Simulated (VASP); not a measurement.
Level of theory: revTPSS meta-GGA, VASP's PBE PAW potentials (set 64) (plane waves; VASP).

A VASP calculation is set up with these files.

**INCAR**
```
SYSTEM=NaF
PREC=Accurate; ENCUT=520; LREAL=.FALSE.
LASPH=.TRUE.
EDIFF=1E-7; NELM=100; ALGO=Normal
LMIXTAU=.TRUE.
ISMEAR=-5
METAGGA=RTPSS
ISIF=2
LWAVE=.FALSE.; LCHARG=.FALSE.; LORBIT=11
NEDOS=601
```

KPOINTS:
```
kpoints
0
Gamma
  11 11 11
0 0 0
```

File KPOINTS_OPT:
```
k-points along high-symmetry lines
10
Line-mode
Reciprocal
  0.000000   0.000000   0.000000 ! GAMMA
  0.500000   0.000000   0.500000 ! X

  0.500000   0.000000   0.500000 ! X
  0.625000   0.250000   0.625000 ! U

  0.375000   0.375000   0.750000 ! K
  0.000000   0.000000   0.000000 ! GAMMA

  0.000000   0.000000   0.000000 ! GAMMA
  0.500000   0.500000   0.500000 ! L

  0.500000   0.500000   0.500000 ! L
  0.500000   0.250000   0.750000 ! W

  0.500000   0.250000   0.750000 ! W
  0.500000   0.000000   0.500000 ! X
```

### POSCAR
```
NaF
1
    0.0000000000     2.3225203061     2.3225203061
    2.3225203061     0.0000000000     2.3225203061
    2.3225203061     2.3225203061     0.0000000000
Na F
1 1
Direct
  0.0000000000   0.0000000000   0.0000000000
  0.5000000000   0.5000000000   0.5000000000
```

POTCAR, in this order: Na_pv F (PBE.64 set). Program: vasp_std.

Output of the run:

File OSZICAR:
```
       N       E                     dE             d eps       ncg     rms          rms(c)
DAV:   1     0.179173724804E+03    0.17917E+03   -0.10613E+04  1773   0.243E+03
DAV:   2     0.216924213937E+02   -0.15748E+03   -0.14646E+03  1874   0.600E+02
DAV:   3     0.274982334907E+01   -0.18943E+02   -0.18622E+02  1976   0.220E+02
DAV:   4     0.189475059900E+01   -0.85507E+00   -0.85163E+00  2005   0.558E+01
DAV:   5     0.186438188389E+01   -0.30369E-01   -0.30350E-01  2007   0.105E+01    0.768E+00
DAV:   6    -0.111547229004E+02   -0.13019E+02   -0.91545E+01  1250   0.133E+02    0.711E+00
DAV:   7    -0.115745540435E+02   -0.41983E+00   -0.47745E-01  1445   0.102E+01    0.541E+00
DAV:   8    -0.118347122545E+02   -0.26016E+00   -0.83540E+00  1429   0.264E+01    0.448E+00
DAV:   9    -0.116693671196E+02    0.16535E+00   -0.32855E-01  1259   0.724E+00    0.283E+00
DAV:  10    -0.116570096789E+02    0.12357E-01   -0.18301E-01  1235   0.614E+00    0.129E+00
DAV:  11    -0.116217478600E+02    0.35262E-01   -0.32944E-01  1241   0.712E+00    0.386E-01
DAV:  12    -0.116281328747E+02   -0.63850E-02   -0.18833E-02  1295   0.184E+00    0.130E-01
DAV:  13    -0.116279604064E+02    0.17247E-03   -0.51077E-04  1445   0.276E-01    0.134E-01
DAV:  14    -0.116272690517E+02    0.69135E-03   -0.28912E-03  1325   0.618E-01    0.105E-01
DAV:  15    -0.116282524308E+02   -0.98338E-03   -0.33295E-04  1256   0.295E-01    0.721E-02
DAV:  16    -0.116281797089E+02    0.72722E-04   -0.62450E-05  1286   0.836E-02    0.493E-02
DAV:  17    -0.116282223372E+02   -0.42628E-04   -0.92350E-05  1267   0.135E-01    0.163E-02
DAV:  18    -0.116282186723E+02    0.36649E-05   -0.19433E-05  1277   0.518E-02    0.258E-03
DAV:  19    -0.116282189374E+02   -0.26512E-06   -0.11406E-06  1322   0.145E-02    0.678E-04
DAV:  20    -0.116282187172E+02    0.22021E-06   -0.49034E-08   835   0.342E-03    0.461E-04
DAV:  21    -0.116282186620E+02    0.55267E-07   -0.19448E-08   646   0.183E-03
   1 F= -.11628219E+02 E0= -.11628219E+02  d E =0.000000E+00
       N       E                     dE             ncg
       N       E                     dE             ncg
```

**OUTCAR**
```
------------------------ aborting loop because EDIFF is reached ----------------------------------------
  FORCE on cell =-STRESS in cart. coord.  units (eV):
  Direction    XX          YY          ZZ          XY          YZ          ZX
  --------------------------------------------------------------------------------------
  Total        0.0086187      0.0086187      0.0086187      0.0000000      0.0000000     -0.0000000
  in kB        0.5511148      0.5511148      0.5511148      0.0000000      0.0000000     -0.0000000
  external PRESSURE =       0.5511148 kB  Pullay stress =       0.0000000 kB
  volume of cell :       25.06
      direct lattice vectors                 reciprocal lattice vectors
     0.000000000  2.322520306  2.322520306    -0.215283371  0.215283371  0.215283371
     2.322520306  0.000000000  2.322520306     0.215283371 -0.215283371  0.215283371
     2.322520306  2.322520306  0.000000000     0.215283371  0.215283371 -0.215283371
  FREE ENERGIE OF THE ION-ELECTRON SYSTEM (eV)
  ---------------------------------------------------
  free  energy   TOTEN  =       -11.6282186620 eV

  energy  without entropy=      -11.6282186620  energy(sigma->0) =      -11.62821866

 total charge

# of ion       s       p       d       tot
------------------------------------------
    1        0.048   6.000   0.000   6.048
    2        1.690   4.363   0.000   6.053
--------------------------------------------------
tot          1.738  10.363   0.000  12.101
```
(Selected blocks of OUTCAR.)

The compound is NaF in the rock salt structure. It was relaxed first.
